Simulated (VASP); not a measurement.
Input:

```
AuZn
1.0
    3.15000     0.00000     0.00000
    0.00000     3.15000     0.00000
    0.00000     0.00000     3.15000
Zn Au
1 1
Cartesian
  1.57500   1.57500   1.57500
  0.00000   0.00000   0.00000
```

Level of theory: PBEsol GGA, VASP's PBE PAW potentials (set 64) (plane waves; VASP). Numerical set-up: 480 eV cut-off, 10×10×10 Γ-centred mesh, first-order Methfessel-Paxton smearing of 0.10 eV, potentials Zn Au.

The ions, cell shape and volume are relaxed. Predict the relaxed structure.

```
AuZn
1.0
    3.12896     0.00000     0.00000
    0.00000     3.12896     0.00000
    0.00000     0.00000     3.12896
Zn Au
1 1
Direct
  0.50000   0.50000   0.50000
  0.00000   0.00000   0.00000
```
Space group Pm-3m (221), at a tolerance of 0.03 Å.

How do energy and volume change from the first to the last step?

The energy (σ→0) changes by -2.8 meV/atom and the volume by -2.0 %, in 3 ionic steps.

The compound is AuZn in the CsCl type structure. This run relaxes it. Symmetry was kept, so distortions that lower it aren't found. The electron count is odd and the run is not spin-polarised, which forces a metal.
